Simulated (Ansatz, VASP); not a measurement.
**Cross-check of NbP between VASP and Ansatz**

Wanted: the spread between two codes on one cell, functional and k mesh. The structure shown is the end of the VASP relaxation below.

Main program and level: Ansatz 0.2.0; plane waves, with VASP 6.6.1 beside it; single point at PBE.

### 1. The starting structure

It takes space group I4_1md (No. 109, tetragonal). Conventional cell: a = 3.330 Å, b = 3.330 Å, c = 11.342 Å, α = 90.00°, β = 90.00°, γ = 90.00°. Nb has 6 P at 2.53 Å nearest. P has 6 Nb at 2.53 Å nearest. Farther neighbours are not listed.

As a file:

```cif
data_structure
_symmetry_space_group_name_H-M 'I4_1md'
_symmetry_Int_Tables_number 109
_cell_length_a 3.3304
_cell_length_b 3.3304
_cell_length_c 11.3420
_cell_angle_alpha 90.000
_cell_angle_beta 90.000
_cell_angle_gamma 90.000
_cell_volume 125.80
loop_
_atom_site_label
_atom_site_type_symbol
_atom_site_symmetry_multiplicity
_atom_site_Wyckoff_symbol
_atom_site_fract_x
_atom_site_fract_y
_atom_site_fract_z
_atom_site_occupancy
Nb1 Nb 4 a 0.50000 0.00000 0.00012 1
P1 P 4 a 0.00000 0.50000 0.08251 1
```

### 2. VASP: relaxation, PBE

This run makes the geometry at which the two programs are then compared.

Lines of VASP's logs that name or quote its potential files are left out, and so is its time.

Contents of INCAR:

```
SYSTEM = NbP
PREC = Accurate
ENCUT = 450
EDIFF = 1E-06
NELM = 100
ISMEAR = 1
SIGMA = 0.15
LREAL = .FALSE.
ALGO = Normal
GGA = PE
NBANDS = 24
LORBIT = 11
LWAVE = .FALSE.
LCHARG = .FALSE.
KPAR = 4
IBRION = 2
NSW = 30
ISIF = 4
EDIFFG = -0.01
```

Contents of POSCAR:

```
NbP
1.0
   -1.6636997705      1.6636997705      5.6812740209
    1.6636997705     -1.6636997705      5.6812740209
    1.6636997705      1.6636997705     -5.6812740209
Nb P
2 2
Direct
    0.2500227301      0.7500227301      0.5000000000
    0.5000227301      0.5000227301      0.0000000000
    0.8326058399      0.3326058399      0.5000000000
    0.0826058399      0.0826058399      0.0000000000
```

Contents of KPOINTS:

```
Automatic mesh
0
Gamma
14 14 14
0 0 0
```

The projector-augmented-wave data sets are Nb_sv and P (PBE family, release 64).

Launch:

```
$ mpirun -np 4 vasp_std
```

Numbers of over 12 decimals in the logs are rounded to 6 here.

The program printed:

```text
[banner, memory and clock lines left out]
running    4 mpi-ranks, on    1 nodes
 distrk:  each k-point on    1 cores,    4 groups
 distr:  one band on    1 cores,    1 groups

 POSCAR found type information on POSCAR NbP
 POSCAR found :  2 types and       4 ions
 LDA part: xc-table for (Slater+PW92), standard interpolation
 POSCAR, INCAR and KPOINTS ok, starting setup
 FFT: planning ... GRIDC
 FFT: planning ... GRID_SOFT
 FFT: planning ... GRID
 WAVECAR not read
 entering main loop
       N       E                     dE             d eps       ncg     rms          rms(c)
DAV:   1     0.315717227269E+03    0.31572E+03   -0.18007E+04 11744   0.134E+03
DAV:   2    -0.106948552342E+02   -0.32641E+03   -0.31943E+03 14160   0.496E+02
DAV:   3    -0.362082676745E+02   -0.25513E+02   -0.25190E+02 21744   0.101E+02
DAV:   4    -0.375601584631E+02   -0.13519E+01   -0.13477E+01 17248   0.202E+01
DAV:   5    -0.376139695674E+02   -0.53811E-01   -0.53796E-01 20152   0.432E+00    0.133E+01
DAV:   6    -0.352937125026E+02    0.23203E+01   -0.10317E+01 17576   0.209E+01    0.503E+00
DAV:   7    -0.353121752515E+02   -0.18463E-01   -0.65636E-01 19928   0.431E+00    0.310E+00
DAV:   8    -0.353099764618E+02    0.21988E-02   -0.62314E-02 16576   0.175E+00    0.437E-01
DAV:   9    -0.353104021662E+02   -0.42570E-03   -0.10643E-02 20872   0.670E-01    0.313E-01
DAV:  10    -0.353107861203E+02   -0.38395E-03   -0.17708E-03 15248   0.413E-01    0.799E-02
DAV:  11    -0.353107530879E+02    0.33032E-04   -0.13932E-04 17872   0.903E-02    0.234E-02
DAV:  12    -0.353107510782E+02    0.20096E-05   -0.65530E-06 16296   0.255E-02    0.704E-03
DAV:  13    -0.353107506799E+02    0.39829E-06   -0.60374E-07 11656   0.758E-03
   1 F= -.35310751E+02 E0= -.35310985E+02  d E =-.353108E+02
[...]
2 F= -.35310896E+02 E0= -.35311096E+02  d E =-.145292E-03
[...]
3 F= -.35310898E+02 E0= -.35311095E+02  d E =-.147717E-03
[...]
4 F= -.35310894E+02 E0= -.35311083E+02  d E =-.143324E-03
[...]
5 F= -.35310899E+02 E0= -.35311093E+02  d E =-.147830E-03
 curvature:  -0.05 expect dE=-0.221E-05 dE for cont linesearch -0.111E-07
 trial: gam= 0.19063 g(F)=  0.395E-04 g(S)=  0.224E-05 ort =-0.735E-05 (trialstep = 0.103E+01)
 search vector abs. value=  0.483E-04
 bond charge predicted
       N       E                     dE             d eps       ncg     rms          rms(c)
DAV:   1    -0.353108837895E+02    0.14696E-04   -0.52116E-03 13488   0.688E-01    0.200E-02
DAV:   2    -0.353109160929E+02   -0.32303E-04   -0.39642E-04 15976   0.168E-01    0.912E-03
DAV:   3    -0.353109160504E+02    0.42493E-07   -0.10030E-05 18256   0.262E-02    0.542E-03
DAV:   4    -0.353109156696E+02    0.38079E-06   -0.87589E-07 11424   0.105E-02
   6 F= -.35310916E+02 E0= -.35311105E+02  d E =-.171593E-04
 trial-energy change:   -0.000017  1 .order   -0.000018   -0.000042    0.000006
 step:   0.8972(harm=  0.8972)  dis= 0.00067  next Energy=   -35.310917 (dE=-0.181E-04)
 reached required accuracy - stopping structural energy minimisation
```

From OUTCAR (step 2):

```text
ion  position               nearest neighbor table
   1  0.250  0.750  0.500-   4 2.53   4 2.53   3 2.53   3 2.53   3 2.53   3 2.53
   2  0.500  0.500  0.000-   3 2.53   3 2.53   4 2.53   4 2.53   4 2.53   4 2.53
   3  0.833  0.333  0.500-   2 2.53   2 2.53   1 2.53   1 2.53   1 2.53   1 2.53
   4  0.083  0.083  0.000-   1 2.53   1 2.53   2 2.53   2 2.53   2 2.53   2 2.53

  LATTYP: Found a body centered tetragonal cell.
 ALAT       =     3.3273995410
 C/A-ratio  =     3.4148433038

 Subroutine GETGRP returns: Found  8 space group operations
 (whereof  4 operations were pure point group operations)

The static configuration has the point symmetry C_2v.
 The point group associated with its full space group is C_4v.

 Found    244 irreducible k-points:

   k-points           NKPTS =    244   k-points in BZ     NKDIM =    244   number of bands    NBANDS=     24

   dimension x,y,z NGX =    48 NGY =   48 NGZ =   48
   dimension x,y,z NGXF=    96 NGYF=   96 NGZF=   96

   ENCUT  =  450.0 eV  33.07 Ry    5.75 a.u.  10.64 10.64 10.64*2*pi/ulx,y,z

   NELECT =      36.0000    total number of electrons

 k-points in reciprocal lattice and weights: Automatic mesh
   0.00000000  0.00000000  0.00000000       0.000
   0.07142857 -0.00000000  0.00000000       0.003
   0.14285714 -0.00000000  0.00000000       0.003
   0.21428571 -0.00000000  0.00000000       0.003
   0.28571429 -0.00000000  0.00000000       0.003
   0.35714286  0.00000000  0.00000000       0.003
   0.42857143 -0.00000000  0.00000000       0.003
   0.50000000  0.00000000 -0.00000000       0.001
   0.07142857  0.07142857  0.00000000       0.003
[...]
-0.42857143 -0.42857143  0.42857143       0.001
   0.50000000  0.50000000  0.50000000       0.000

 average (electrostatic) potential at core
       1 -77.7899       2 -77.7899       3 -77.5854       4 -77.5854

 E-fermi :  10.8867

 k-point     1 :       0.0000    0.0000    0.0000
  band No.  band energies     occupation
    ...
     14       8.6057      2.00000
     15       8.6966      2.00000
     16       9.1530      2.00000
     17       9.5076      2.00000
     18       9.5076      2.00000
     19      11.7002     -0.00000
     20      12.5142     -0.00000
     21      13.6303     -0.00000
     22      14.0859      0.00000
     23      14.0859      0.00000
    ...

 k-point     2 :       0.0714   -0.0000    0.0000
  band No.  band energies     occupation
    ...
     14       8.5483      2.00000
     15       8.7329      2.00000
     16       9.0684      2.00000
     17       9.4835      2.00000
     18       9.5874      2.00000
     19      11.6001     -0.00000
     20      12.3600     -0.00000
     21      13.5060     -0.00000
     22      13.9395      0.00000
     23      14.2710      0.00000
    ...

 k-point     3 :       0.1429   -0.0000    0.0000
  band No.  band energies     occupation
    ...
     14       8.3991      2.00000
     15       8.8653      2.00000
     16       9.0861      2.00000
     17       9.3715      2.00000
     18       9.8064      2.00000
     19      11.4209     -0.00001
     20      12.0985     -0.00000
     21      13.0439     -0.00000
     22      13.8475     -0.00000
     23      14.2336      0.00000
    ...

  Total        1.1341821      1.1341821      1.1306306      0.0000000      0.0000000      0.0000000
  in kB       28.8893479     28.8893479     28.7988849      0.0000000      0.0000000      0.0000000
  external PRESSURE =      28.8591936 kB  Pullay stress =       0.0000000 kB

  energy-cutoff  :      450.00
  volume of cell :       62.90
      direct lattice vectors                 reciprocal lattice vectors
    -1.665203375  1.665203375  5.671018781     0.000000000  0.300263624  0.088167580
     1.665203375 -1.665203375  5.671018781     0.300263624  0.000000000  0.088167580
     1.665203375  1.665203375 -5.671018781     0.300263624  0.300263624  0.000000000

 POSITION                                       TOTAL-FORCE (eV/Angst)
 -----------------------------------------------------------------------------------
      1.66520      0.00000      2.83687        -0.000000      0.000000     -0.002235
      1.66520      1.66520      0.00136         0.000000     -0.000000     -0.002235
     -0.00000      1.66520      3.77132         0.000000      0.000000      0.002235
      0.00000      0.00000      0.93581        -0.000000     -0.000000      0.002235
 -----------------------------------------------------------------------------------
    total drift:                                0.000000      0.000000      0.000512

  FREE ENERGIE OF THE ION-ELECTRON SYSTEM (eV)
  ---------------------------------------------------
  free  energy   TOTEN  =       -35.3109156696 eV

  energy  without entropy=      -35.3114836993  energy(sigma->0) =      -35.31110501

 reached required accuracy - stopping structural energy minimisation

 total charge
# of ion       s       p       d       tot
------------------------------------------
    1        2.158   6.034   2.486  10.678
    2        2.158   6.034   2.486  10.678
    3        1.022   1.542   0.000   2.564
    4        1.022   1.542   0.000   2.564
--------------------------------------------------
tot          6.360  15.150   4.973  26.483

[... 3 further parts left out ...]
```

The run keeps the 8 symmetry operations of its start, so it cannot find a distortion of lower symmetry.

### 3. Ansatz: single point, PBE, volume scaled by 0.985

Ansatz runs on its default PAW (the set named soft_2) files.

The same cell, functional, mesh and smearing now go to Ansatz, which takes its cutoff from its data sets.

Contents of input.yaml:

```yaml
crystal:
  lattice:
    - [-1.66520337, 1.66520337, 5.67101878]
    - [1.66520337, -1.66520337, 5.67101878]
    - [1.66520337, 1.66520337, -5.67101878]
  atoms:
    - { symbol: Nb, position: [0.25012012, 0.75012012, 0.5] }
    - { symbol: Nb, position: [0.50012012, 0.50012012, 0.0] }
    - { symbol: P, position: [0.83250845, 0.33250845, 0.5] }
    - { symbol: P, position: [0.08250845, 0.08250845, 0.0] }
hamiltonian:
  xc: pbe
  pseudopotentials: { kind: paw }
kpoints:
  mp_grid: { grid: [14, 14, 14] }
scf:
  occupations: { method: methfessel_paxton, width: 0.15 }
  n_extra_bands: 5
output:
  forces: true
  stress: true
  eigenvalues: true
```

Launch:

```
$ ansatz run input.yaml --threads 2 --pin off --max-ram 4608MiB --backend cpu --events-out ev --progress --plain --runs-dir out
```

The program printed:

```text
basis.fft_grid_basis auto: the FFT boxes are laid along the combinations [[1, 0, 1], [0, 1, 1], [0, 0, 1]] of the cell's own vectors, 3.330, 3.330 and 6.141 Å long. The dense box has 24×24×45 points. Along the cell's own vectors, as sized, it would have 45×45×45, 3.52 times as many. Of the 8 symmetry operations that the crystal satisfies within crystal.symmetry.tolerance (time reversal apart; of a slab, those that ke [...]
scf.n_extra_bands = 5 over 18 filled bands (N_el = 36.0): the run solves 23 bands
Engine: ansatz 0.2.0, x86_64-unknown-linux-gnu
Pseudopotentials: kind: paw
Pseudopotential: Nb, paw, valence charge 13, recommended cutoff 420 eV (normal), Nb.paw.azcp
Pseudopotential: P, paw, valence charge 5, recommended cutoff 420 eV (normal), P.paw.azcp
Functional definition: PBE
  parameter kappa = 0.804
  parameter beta = 0.066725
  exchange = pbe_x(kappa = kappa, mu = beta*pi^2/3)
  correlation = pbe_c(beta = beta)
Crystal: 4 atoms, lattice volume = 62.901 Å³
Basis set: ecut = 420 eV, 1215 PW (Γ), FFT grids on a1+a3, a2+a3, a3, exchange–correlation on 48×48×90 points (8 copies of the dense FFT grid, shifted against one another)
Bands: 23, of which v1, the nominal top of the filled ones, is band 18 counted from 1 (17 counted from 0)
Symmetry: 8 space group operations
Space group: I41md (ITA 109), of the structure as read, at distance tolerance 4.0e-5 Å
k-points: 244 of 2744 (time reversal used)
Non-local potential: Nb, projectors of the file, l = 0: 3, l = 1: 2, l = 2: 2, l = 3: 1
Non-local potential: P, projectors of the file, l = 0: 2, l = 1: 2, l = 2: 2
PAW form: soft (Blöchl's): semilocal exchange-correlation on the pseudo side does not see the compensation charge
PAW one-centre angular grid: Nb, 590 points (default); XC on 64 Gauss nodes
PAW one-centre angular grid: P, 110 points (default); XC on 64 Gauss nodes
Initial density: superposition of atomic densities (neutral atoms: chi_scale 0, normalization atom), corrected by the library's trained network
Initial wavefunctions: pseudopotential atomic-orbital guess
Functional: x = pbe(κ = 0.804, μ = 0.219515), c = pbe(β = 0.066725)
SCF iter   1: F=—  HF=-10620.058803 eV  |F-HF|=—  |Δ(HF+E_count)|=         —  Δρ=8.12e-3  dr2=2.90e-2  ethr=1.77e-3  ⟨swp⟩=5.3  Hψ=27265  notcnv=0
preconditioner: auto → Kerker (q_TF=auto, 2.486 Å⁻¹)  [metal: Δε(μ)=0.054 eV  Ē_g=6.951 eV  σ=0.150 eV  W_gap=0.30  n_scr=12 (ndim 8)  ℏωp=20.9 eV  f_vac=0.000  D(μ)=0.48/eV (n_scr^D=2)]
SCF iter   2: F=—  HF=-10620.057760 eV  |F-HF|=—  |Δ(HF+E_count)|=   1.04e-3  S|Δr|=    0.00e0  Δρ=4.58e-3  dr2=8.36e-3  ethr=8.06e-5  ⟨swp⟩=1.0  Hψ=7564  notcnv=0
SCF iter   3: F=—  HF=-10620.058153 eV  |F-HF|=—  |Δ(HF+E_count)|=   3.93e-4  S|Δr|=    0.00e0  Δρ=6.44e-4  dr2=2.16e-4  ethr=2.32e-5  ⟨swp⟩=2.1  Hψ=7365  notcnv=0
SCF iter   4: F=—  HF=-10620.058149 eV  |F-HF|=—  |Δ(HF+E_count)|=   3.75e-6  S|Δr|=    0.00e0  Δρ=1.10e-4  dr2=7.39e-6  ethr=6.00e-7  ⟨swp⟩=2.6  Hψ=9389  notcnv=0
SCF iter   5: F=—  HF=-10620.058152 eV  |F-HF|=—  |Δ(HF+E_count)|=   3.15e-6  S|Δr|=    0.00e0  Δρ=1.97e-5  dr2=2.61e-7  ethr=2.05e-8  ⟨swp⟩=2.5  Hψ=8078  notcnv=0
SCF iter   6: F=-10620.058152 eV  HF=-10620.058152 eV  |F-HF|=2.94e-9  |Δ(HF+E_count)|=   1.70e-9  S|Δr|=    0.00e0  Δρ=5.33e-6  dr2=1.51e-8  ethr=2.78e-10  ⟨swp⟩=6.8  Hψ=23799  notcnv=0
SCF 1 converged in 6 iterations: F = -10620.058152 eV  dr2 = 1.51e-8
  greatest PAW one-centre occupation: 0.998 electrons in one spin orbital (limit 2), on the Nb atom at site 1 (counted from 0), in its partial waves of l = 0
SCF converged after 6 iterations
Stability not checked: this state was not tested for a lower state beside it, because cold or Methfessel-Paxton smearing, or corrected tetrahedra, fill the levels in a way that the test cannot read (fill_not_monotonic; see scf.lower_state_search)
Free energy (F): -10620.058152 eV
Harris-Foulkes:  -10620.058152 eV  (|F-HF|=2.94e-9)
Internal energy: -10620.058732 eV  (E = F + TS)
E sigma→0 (E₀):  -10620.058297 eV
Entropy (-TS):   0.000580 eV (0.145 meV/atom)
Fermi energy:    15.282365 eV
Step filling:    the computed levels leave a gap of 0.0054 eV = 0.0 smearing widths at the electron count; against every level under it full and every level over it empty, smearing changes F+E_penalty+E_count by -0.035 meV and its σ→0 estimate by -0.180 meV
--- Per-component energies (eV) ---
  E_band       = -132.396719
  E_kinetic    = 936.583351
  E_local      = -1698.289090  (includes V_loc(G=0)·N_el)
  E_nonlocal   = 305.014622
  E_hartree    = 553.454690
  E_xc         = -478.479009
  E_vxc        = -553.445819  (∫ρ·V_xc dr)
  E_paw        = -7285.010493  (= ΣΔE_a)
  E_vpaw       = -229.167291  (= ΣTr[D̂ρ^β])
  E_aug_tail   = 0.000022  (compensation charges beyond the density's cutoff)
  E_ewald      = -2953.332825
  E_smearing   = 0.000580  (= −TS)
  E_closure    = 0.000000  (closes the sum)
  Σ components = -10620.058152   (vs F -10620.058152, Δ=0.00e0)
--- Forces (eV/Å), atoms counted from 1 ---
  atom   1  Nb     0.00000000     0.00000000    -0.00063901
  atom   2  Nb    -0.00000000     0.00000000    -0.00063901
  atom   3  P      0.00000000     0.00000000     0.00063993
  atom   4  P     -0.00000000     0.00000000     0.00063993
  max |Σ_I F_I| component: 1.84e-6 eV/Å
--- Stress (GPa, compression-positive) ---
        3.405650       0.000000      -0.000000
        0.000000       3.405650      -0.000000
       -0.000000      -0.000000       3.367360
  P = ⅓ Tr σ = 3.3929 GPa (33.929 kbar)
--- Band table (eV; the first three rows and the last of 244) ---
  k-point 0: bands = [... 14 lower, 13.0933, 13.5476, 13.9034, 13.9034, 16.0953, 16.9089, 18.0267, 18.4813, ... 1 higher]
  k-point 1: bands = [... 14 lower, 12.9993, 13.3908, 13.9158, 14.0522, 15.8793, 16.5767, 18.0097, 18.1513, ... 1 higher]
  k-point 2: bands = [... 14 lower, 12.6815, 13.5134, 14.2471, 14.3490, 15.6069, 15.8672, 17.7292, 18.2228, ... 1 higher]
  k-point 243: bands = [... 14 lower, 12.5310, 12.5310, 14.7522, 14.7522, 16.4742, 16.4742, 17.6668, 17.6668, ... 1 higher]
```

Run time: 10 s. Hardware: 2 threads of AMD EPYC 7B13 (Zen 3), shared host; peak memory 0.66 GiB; 20 s of CPU time.

The run ends at a pressure of 3.39 GPa, with forces up to 6.4e-4 eV/Å.

### 4. Differences

Known differences besides the potentials themselves: the cutoff is 420 eV in Ansatz and 450 eV in VASP; VASP leaves aspherical gradient terms in its spheres out (LASPH is not set), Ansatz keeps them. Total energies have different zeros and are not compared.

The two programs side by side:

```
      quantity  Ansatz  VASP  difference
pressure (GPa)    3.39  2.89       +0.51
```

### 5. Summary of results

```yaml
difference_in_pressure_single_point_pbe_volume_scaled_by_0p985: 0.51 GPa
```

In words: The difference in pressure is 0.51 GPa (single point, PBE, volume scaled by 0.985), within the 1 GPa picked in this series as the mark of a large difference. Such differences can come from data sets, numerical settings and the points named under the comparisons, not from the functional's error against experiment.

[Lines on the potential files, build, host, timing and source positions are cut from VASP's logs without a mark.]

[Logs are printed without paths, hosts, clocks, repeated set-up lines and the standing remarks that a program may print on its own settings, such as how far it seeks lower states.]

[Hosts, paths, dates, database ids (printed as entryN), source tags and the programs' standing remarks are cut or masked in the printed files.]
